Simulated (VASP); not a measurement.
# CsLi2 (P-6m2) in VASP: a series of runs

Aim: see how the results for CsLi2 move with the level of theory and the settings. Levels: PBE, PBEsol. Tasks: relaxation of the atoms, band structure.

Everything below comes from runs of VASP 6.6.1. Logs are shortened: lines on timing, memory, paths and dates and some standing lists are left out, and cuts for length are marked.

### 1 Starting point

It takes space group P-6m2 (No. 187, hexagonal). The conventional cell has a = 3.966 Å, b = 3.966 Å, c = 10.028 Å, α = 90.00°, β = 90.00°, γ = 120.00°. Cs (site symmetry -6m2) is surrounded by 6 Cs at 3.97 Å and 6 Li at 4.18 Å. Li (site symmetry 3m) has 1 Li at 3.04 Å as nearest neighbours.

The cell was built by a generator and needn't be a form met in nature.

### 2 Relaxation of the atoms, PBE, 45.52 Å³/atom (strain = -0.04)

Input file INCAR:

```
ALGO = Normal
EDIFF = 1E-6
EDIFFG = -0.02
ENCUT = 520
GGA = PE
IBRION = 2
ISIF = 2
ISMEAR = -1
LASPH = True
LCHARG = False
LREAL = False
LWAVE = False
NELM = 60
NSW = 40
PREC = Accurate
SIGMA = 0.05
```

Input file KPOINTS:

```
k-points
0
Gamma
  8 8 3
```

Input file POSCAR:

```
CsLi2
1.0
    3.9663300000     -0.0793266000      0.0000000000
   -2.0518690000      3.4746134000      0.0000000000
    0.0000000000      0.0000000000     10.0283800000
Cs Li
1 2
Direct
    0.0000000000      0.0000000000      0.0000000000
    0.3333300000      0.6666700000      0.3486300000
    0.3333300000      0.6666700000      0.6513700000
```

Potentials or basis: VASP PAW PBE potentials, release 64 (Cs_sv, Li_sv).

On the command line:

```
> cat potpaw_PBE.64/Cs_sv/POTCAR potpaw_PBE.64/Li_sv/POTCAR > POTCAR
> mpirun -np 1 vasp_std > vasp.out
```

OUTCAR:

```text
EDIFF = 1E-6
   EDIFFG = -0.02
   ENCUT = 520
   GGA = PE
   IBRION = 2
   ISIF = 2
   ISMEAR = -1
   LASPH = True
   LREAL = False
   NELM = 60
   NSW = 40
   PREC = Accurate

 ion  position               nearest neighbor table
   1  0.000  0.000  0.000-
   2  0.333  0.667  0.349-
   3  0.333  0.667  0.651-

  LATTYP: Found a simple monoclinic cell.
 ALAT       =     3.8978370123
 B/A-ratio  =     2.5728063970
 C/A-ratio  =     1.0177755443
 COS(beta)  =    -0.4736437306

  Lattice vectors:

 A1 = (   1.9144610000,   3.3952868000,   0.0000000000)
 A2 = (   0.0000000000,   0.0000000000, -10.0283800000)
 A3 = (  -3.9663300000,   0.0793266000,   0.0000000000)

Analysis of symmetry for initial positions (statically):
=====================================================================
 Subroutine PRICEL returns:
 Original cell was already a primitive cell.

 Routine SETGRP: Setting up the symmetry group for a
 simple monoclinic supercell.

 Subroutine GETGRP returns: Found  2 space group operations
 (whereof  2 operations were pure point group operations)
 out of a pool of  4 trial point group operations.

The static configuration has the point symmetry C_1h.

Analysis of symmetry for dynamics (positions and initial velocities):
=====================================================================
 Subroutine PRICEL returns:
 Original cell was already a primitive cell.

 Routine SETGRP: Setting up the symmetry group for a
 simple monoclinic supercell.

 Subroutine GETGRP returns: Found  2 space group operations
 (whereof  2 operations were pure point group operations)
 out of a pool of  4 trial point group operations.

The dynamic configuration has the point symmetry C_1h.

 Subroutine INISYM returns: Found  2 space group operations
 (whereof  2 operations are pure point group operations),
 and found     1 'primitive' translations

----------------------------------------------------------------------------------------

                                     Primitive cell

  volume of cell :     136.5735

  direct lattice vectors                    reciprocal lattice vectors
     3.966330000 -0.079326600  0.000000000     0.255135551  0.150665604  0.000000000
    -2.051869000  3.474613400  0.000000000     0.005824831  0.291241549  0.000000000
     0.000000000  0.000000000 10.028380000     0.000000000  0.000000000  0.099717003

  length of vectors
     3.967123187  4.035232914 10.028380000     0.296300985  0.291299792  0.099717003
[... 95 lines left out ...]
   NUPDOWN=      -1.0000    fix difference up-down
   EMIN   =  10.00;   EMAX   =-10.00  energy-range for DOS
   EFERMI =   0.00;   METHOD = LEGACY
   ISMEAR =    -1;   SIGMA  =   0.05  broadening in eV -4-tet -1-fermi 0-gaus
   EFERMI_NEDOS =   21; number of points for ismear=-14 and -15
   IALGO  =     38    algorithm
   IMIX   =      4    mixing-type and parameters
     AMIX     =   0.40;   BMIX     =  1.00
     AMIX_MAG =   1.60;   BMIX_MAG =  1.00
  volume/ion in A,a.u.               =      45.52       307.21
  Fermi-wavevector in a.u.,A,eV,Ry     =   0.784001  1.481547  8.362919  0.614657
  Thomas-Fermi vector in A             =   1.888044
   LORBIT       =      0    0 simple, 1 ext, 2 COOP (PROOUT), +10 PAW based schemes
   GGA     = PE    functional components
   LHFCALC =     F    Hartree Fock is set to
   AEXX    =    0.0000 exact exchange contribution
   IVDW    =     0    specifies the selected vdW correction
   LEPSILON=     F    determine dielectric tensor
   LRPA    =     F    only Hartree local field effects (RPA)
 conjugate gradient relaxation of ions
 non-spin polarized calculation
  energy-cutoff  :      520.00
  volume of cell :      136.57
 maximum number of plane-waves:      3705
 NGX is ok and might be reduce to    30
   NGX = 15   NGY = 15   NGZ = 37

 number of electron      15.0000007 magnetization

 Free energy of the ion-electron system (eV)
  ---------------------------------------------------
  ext. energy  EPLUGINS =         0.00000000
  ---------------------------------------------------
  free energy    TOTEN  =        -3.43416300 eV

  energy without entropy =       -3.41482968  energy(sigma->0) =       -3.42449634

 E-fermi :   0.6365     XC(G=0):  -6.4071

 val. band max:        0.6202467730   @ k =  -0.0000   0.3750   0.0000
 cond. band min:       0.6522172223   @ k =  -0.0000   0.5000   0.3333
 fundamental gap:      0.0319704493
 Fermi energy:         0.6364712787

 k-point     1 :       0.0000    0.0000    0.0000
  band No.  band energies     occupation
      1     -47.0403      2.00000
      2     -47.0372      2.00000
      3     -23.3136      2.00000
      4     -10.0600      2.00000
      5      -9.4350      2.00000
      6      -9.3577      2.00000
      7      -1.7227      2.00000
      8      -0.2174      2.00000
      9      -0.0316      2.00000
     10       1.6810      0.00000
     11       3.5628      0.00000
[... 309 lines left out ...]
 k-point    24 :       0.2500    0.3750    0.0000
  band No.  band energies     occupation
      1     -47.0398      2.00000
      2     -47.0368      2.00000
      3     -23.0756      2.00000
      4     -10.7134      2.00000
      5     -10.2874      2.00000
      6      -9.7019      2.00000
      7       1.2808      0.00001
      8       1.3340      0.00000
      9       1.9154      0.00000
     10       2.1524      0.00000
     11       2.3033      0.00000

 [... further k-points ...]

------------------------ aborting loop because EDIFF is reached ----------------------------------------

  FORCE on cell =-STRESS in cart. coord.  units (eV):
  Direction    XX          YY          ZZ          XY          YZ          ZX
  --------------------------------------------------------------------------------------
  -------------------------------------------------------------------------------------
  Total        0.0050626      0.0344498     -0.1395183      0.0907849      0.0000000      0.0000000
  in kB        0.0593907      0.4041389     -1.6367242      1.0650200      0.0000000      0.0000000
  external PRESSURE =      -0.3910648 kB  Pullay stress =       0.0000000 kB

 VOLUME and BASIS-vectors are now :
 -----------------------------------------------------------------------------
  energy-cutoff  :      520.00
  volume of cell :      136.57
      direct lattice vectors                 reciprocal lattice vectors
     3.966330000 -0.079326600  0.000000000     0.255135551  0.150665604  0.000000000
    -2.051869000  3.474613400  0.000000000     0.005824831  0.291241549  0.000000000
     0.000000000  0.000000000 10.028380000     0.000000000  0.000000000  0.099717003

 POSITION                                       TOTAL-FORCE (eV/Angst)
 -----------------------------------------------------------------------------------
      0.00000      0.00000      0.00000         0.014858     -0.001103      0.000000
     -0.04582      2.28998      3.49619        -0.007429      0.000552      0.007615
     -0.04582      2.28998      6.53219        -0.007429      0.000552     -0.007615
 -----------------------------------------------------------------------------------
    total drift:                                0.000183      0.000036      0.000000

  FREE ENERGIE OF THE ION-ELECTRON SYSTEM (eV)
  ---------------------------------------------------
  free  energy   TOTEN  =        -3.4341630047 eV

  energy  without entropy=       -3.4148296754  energy(sigma->0) =       -3.42449634

 reached required accuracy - stopping structural energy minimisation
```

OSZICAR:

```text
N       E                     dE             d eps       ncg     rms          rms(c)
DAV:   1     0.798732779488E+02    0.79873E+02   -0.60499E+03  1496   0.113E+03
DAV:   2     0.898341155902E+01   -0.70890E+02   -0.68040E+02  2208   0.194E+02
DAV:   3    -0.686771914454E+00   -0.96702E+01   -0.95657E+01  1820   0.696E+01
DAV:   4    -0.348648721373E+01   -0.27997E+01   -0.27815E+01  2942   0.264E+01
DAV:   5    -0.355939304891E+01   -0.72906E-01   -0.72861E-01  1824   0.649E+00    0.929E-01
DAV:   6    -0.345711198826E+01    0.10228E+00   -0.11436E-01  1982   0.193E+00    0.503E-01
DAV:   7    -0.343599975631E+01    0.21112E-01   -0.60077E-02  2286   0.120E+00    0.235E-01
DAV:   8    -0.343639521241E+01   -0.39546E-03   -0.94157E-03  1870   0.468E-01    0.111E-01
DAV:   9    -0.343411050423E+01    0.22847E-02   -0.38953E-03  1837   0.296E-01    0.304E-02
DAV:  10    -0.343415804874E+01   -0.47545E-04   -0.29538E-04  2262   0.911E-02    0.113E-02
DAV:  11    -0.343416457429E+01   -0.65256E-05   -0.23367E-05  1967   0.305E-02    0.437E-03
DAV:  12    -0.343416315690E+01    0.14174E-05   -0.48150E-06  2097   0.125E-02    0.877E-04
DAV:  13    -0.343416300468E+01    0.15222E-06   -0.32142E-07  1159   0.327E-03
   1 F= -.34341630E+01 E0= -.34244963E+01  d E =-.343416E+01
```

It took 51 s on 1 thread of Intel Xeon 6975P-C (Granite Rapids), shared host; peak memory 0.3 GiB.

What came out:

```
Free energy                  : -3.4342 eV
Largest force after relaxing : 0.015 eV/Å
Band gap on the k mesh       : none (metal or under the smearing width)
```

Caveat: the cutoff is under 1.25 times the usual one of these potentials, so pressure, stress and relaxed cells hold a basis-set (Pulay) error; the relaxation stopped at its first step, so nothing moved.

### 3 Relaxation of the atoms, PBE, 45.54 Å³/atom (strain = -0.02)

INCAR is that of step 2.

KPOINTS is that of step 2.

Input file POSCAR:

```
CsLi2
1.0
    3.9663300000     -0.0396633000      0.0000000000
   -2.0175195000      3.4547817000      0.0000000000
    0.0000000000      0.0000000000     10.0283800000
Cs Li
1 2
Direct
    0.0000000000      0.0000000000      0.0000000000
    0.3333300000      0.6666700000      0.3486300000
    0.3333300000      0.6666700000      0.6513700000
```

Potentials or basis: VASP PAW PBE potentials, release 64 (Cs_sv, Li_sv).

On the command line:

```
> cat potpaw_PBE.64/Cs_sv/POTCAR potpaw_PBE.64/Li_sv/POTCAR > POTCAR
> mpirun -np 1 vasp_std > vasp.out
```

Run time: 48 s. Hardware: 1 thread of Intel Xeon 6975P-C (Granite Rapids), shared host; peak memory 0.3 GiB.

The run converged. Its results:

* Free energy: -3.4355 eV
* Largest force after relaxing: 0.009 eV/Å
* Band gap on the k mesh: none (metal or under the smearing width)

Caveat: the cutoff is under 1.25 times the usual one of these potentials, so pressure, stress and relaxed cells hold a basis-set (Pulay) error; the relaxation stopped at its first step, so nothing moved.

### 4 Band structure, PBEsol

Input file POSCAR:

```
CsLi2
1.0
    3.9663300000      0.0000000000      0.0000000000
   -1.9831700000      3.4349500000      0.0000000000
    0.0000000000      0.0000000000     10.0283800000
Cs Li
1 2
Direct
    0.0000000000      0.0000000000      0.0000000000
    0.3333300000      0.6666700000      0.3486300000
    0.3333300000      0.6666700000      0.6513700000
```

Input file INCAR.step1:

```
ALGO     = Fast           # electronic algorithm
EDIFF    = 1E-6           # SCF threshold, eV
ENCUT    = 520            # plane-wave cutoff, eV
GGA      = PS             # functional
ISIF     = 2              # what is computed and relaxed
ISMEAR   = -1             # smearing method
LASPH    = True           # aspherical terms in the spheres
LCHARG   = True           # write CHGCAR
LREAL    = False          # projectors in reciprocal space
LWAVE    = False          # write WAVECAR
NELM     = 60             # most SCF steps
PREC     = Accurate       # precision mode
SIGMA    = 0.05           # smearing width, eV
```

Input file KPOINTS.step1:

```
k-points
0
Gamma
  6 6 3
```

Input file INCAR.step2:

```
ALGO     = Fast           # electronic algorithm
EDIFF    = 1E-6           # SCF threshold, eV
ENCUT    = 520            # plane-wave cutoff, eV
GGA      = PS             # functional
ICHARG   = 11             # starting density
ISIF     = 2              # what is computed and relaxed
ISMEAR   = 0              # smearing method
LASPH    = True           # aspherical terms in the spheres
LCHARG   = False          # write CHGCAR
LREAL    = False          # projectors in reciprocal space
LWAVE    = False          # write WAVECAR
NELM     = 60             # most SCF steps
PREC     = Accurate       # precision mode
SIGMA    = 0.05           # smearing width, eV
```

Input file KPOINTS.step2:

```
path GMKGALHA,LM,KH
20
line-mode
reciprocal
 0.0000000000  0.0000000000  0.0000000000  G
 0.5000000000  0.0000000000  0.0000000000  M

 0.5000000000  0.0000000000  0.0000000000  M
 0.3333333333  0.3333333333  0.0000000000  K

 0.3333333333  0.3333333333  0.0000000000  K
 0.0000000000  0.0000000000  0.0000000000  G

 0.0000000000  0.0000000000  0.0000000000  G
 0.0000000000  0.0000000000  0.5000000000  A

 0.0000000000  0.0000000000  0.5000000000  A
 0.5000000000  0.0000000000  0.5000000000  L

 0.5000000000  0.0000000000  0.5000000000  L
 0.3333333333  0.3333333333  0.5000000000  H

 0.3333333333  0.3333333333  0.5000000000  H
 0.0000000000  0.0000000000  0.5000000000  A

 0.5000000000  0.0000000000  0.5000000000  L
 0.5000000000  0.0000000000  0.0000000000  M

 0.3333333333  0.3333333333  0.0000000000  K
 0.3333333333  0.3333333333  0.5000000000  H
```

On the command line:

```
> cat potpaw_PBE.64/Cs_sv/POTCAR potpaw_PBE.64/Li_sv/POTCAR > POTCAR
> cp INCAR.step1 INCAR
> cp KPOINTS.step1 KPOINTS
> mpirun -np 1 vasp_std > vasp.out
> cp INCAR.step2 INCAR
> cp KPOINTS.step2 KPOINTS
> mpirun -np 1 vasp_std > vasp.out
```

Wall time 5.1 min (1 thread of AMD EPYC 9R45 (Zen 5), shared host); peak memory 0.4 GiB.

Results (log left out):

```yaml
Band_gap_along_the_path: none (metal or under the smearing width)
```

Levels at the corners of the path, in eV from the Fermi level:
| point | band 5 | band 6 | band 7 | band 8 | band 9 | band 10 |
| --- | --- | --- | --- | --- | --- | --- |
| Γ | -9.88 | -9.88 | -2.32 | -0.85 | -0.61 | 1.07 |
| M | -10.26 | -10.25 | -0.12 | 0.15 | 0.55 | 1.08 |
| M | -10.26 | -10.25 | -0.12 | 0.15 | 0.55 | 1.08 |
| K | -11.03 | -10.22 | 1.05 | 1.16 | 1.17 | 1.28 |
| K | -11.03 | -10.22 | 1.05 | 1.16 | 1.17 | 1.28 |
| Γ | -9.88 | -9.88 | -2.32 | -0.85 | -0.61 | 1.07 |
| Γ | -9.88 | -9.88 | -2.32 | -0.85 | -0.61 | 1.07 |
| A | -9.88 | -9.88 | -1.93 | -1.83 | 0.31 | 0.85 |
| A | -9.88 | -9.88 | -1.93 | -1.83 | 0.31 | 0.85 |
| L | -10.26 | -10.25 | -0.04 | 0.01 | 0.67 | 1.41 |
| L | -10.26 | -10.25 | -0.04 | 0.01 | 0.67 | 1.40 |
| H | -11.03 | -10.22 | 0.82 | 1.01 | 1.51 | 1.91 |
| H | -11.03 | -10.22 | 0.82 | 1.01 | 1.51 | 1.94 |
| A | -9.88 | -9.88 | -1.93 | -1.83 | 0.31 | 0.85 |
| L | -10.26 | -10.25 | -0.04 | 0.01 | 0.67 | 1.40 |
| M | -10.26 | -10.25 | -0.12 | 0.15 | 0.55 | 1.08 |
| K | -11.03 | -10.22 | 1.05 | 1.16 | 1.17 | 1.28 |
| H | -11.03 | -10.22 | 0.82 | 1.01 | 1.51 | 1.93 |

Caveat: the cutoff is under 1.25 times the usual one of these potentials, so pressure, stress and relaxed cells hold a basis-set (Pulay) error; the log is that of the step along the path at fixed density, whose energy, stress, charges and moments have no meaning; the PAW data sets were made with another functional, which shifts forces and pressure a little; spin-orbit coupling is left out, which moves the levels of the heavy elements.

### 5 The reference run

An earlier run on the cell as given: functional PBE; potentials or basis VASP PAW PBE potentials, release 64 (Cs_sv, Li_sv); cutoff 520 eV; k mesh 8 × 8 × 3; occupations fermi-dirac, width 0.05 eV; no spin polarisation.

* Largest force: 0.008 eV/Å
* Band gap on the k mesh: none (metal or under the smearing width)
